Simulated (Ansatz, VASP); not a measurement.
## ZrSnSe3: VASP beside Ansatz

File INCAR:

```
  ALGO = Normal
  EDIFF = 1E-6
  ENCUT = 520
  GGA = PE
  ISIF = 2
  ISMEAR = 0
  LASPH = True
  LCHARG = True
  LELF = True
  LREAL = False
  LVHAR = True
  LWAVE = False
  NBANDS = 30
  NELM = 100
  PREC = Accurate
  SIGMA = 0.1
```

The input KPOINTS:

```
k-points
0
Gamma
  4 4 4
```

File POSCAR:

```
ZrSnSe3
1.0
    5.3641143500      0.0000000000      0.0000000000
    0.0000000000      5.3641143500      0.0000000000
    0.0000000000      0.0000000000      5.3641143500
Zr Sn Se
1 1 3
Direct
    0.0000000000      0.0000000000      0.0000000000
    0.5000000000      0.5000000000      0.5000000000
    0.5000000000      0.0000000000      0.0000000000
    0.0000000000      0.5000000000      0.0000000000
    0.0000000000      0.0000000000      0.5000000000
```

Input for Ansatz:

```yaml
crystal:
  lattice:
    - [5.36411435, 0.0, 0.0]
    - [0.0, 5.36411435, 0.0]
    - [0.0, 0.0, 5.36411435]
  atoms:
    - { symbol: Zr, position: [0.0, 0.0, 0.0] }
    - { symbol: Sn, position: [0.5, 0.5, 0.5] }
    - { symbol: Se, position: [0.5, 0.0, 0.0] }
    - { symbol: Se, position: [0.0, 0.5, 0.0] }
    - { symbol: Se, position: [0.0, 0.0, 0.5] }
basis:
  ecutwfc: 420
kpoints:
  mp_grid: { grid: [4, 4, 4] }
hamiltonian:
  xc: pbe
scf:
  occupations: { method: gaussian, width: 0.1 }
  lower_state_search: "off"
output:
  forces: true
  stress: true
  eigenvalues: true
```

Alike in both runs: task single point; functional PBE; k mesh 4 × 4 × 4; occupations gaussian, width 0.1 eV; no spin polarisation.

|  | VASP | Ansatz |
| --- | --- | --- |
| version | VASP 6.6.1 | Ansatz 0.2.0 |
| potentials or method | VASP PAW PBE potentials, release 64 (Zr_sv, Sn_d, Se) | scalar-relativistic, plane waves, PAW |
| plane-wave cutoff (eV) | 520 | 420 |
| valence electrons in the cell | 44 | 74 |

VASP gave:

| Quantity | Value |
| --- | --- |
| gap on the k mesh at the Fermi level (eV) | 0.06 |
| least direct gap on the mesh (eV) | 0.28 |
| pressure (GPa) | -4.1 |

Question: Which values does Ansatz return?

Answer: gap on the k mesh at the Fermi level (eV): 0.06; least direct gap on the mesh (eV): 0.28; pressure (GPa): -4.2.

The two sets of potentials don't hold the same shells in valence.

Caveats: spin-orbit coupling is left out, which moves the levels of the heavy elements.
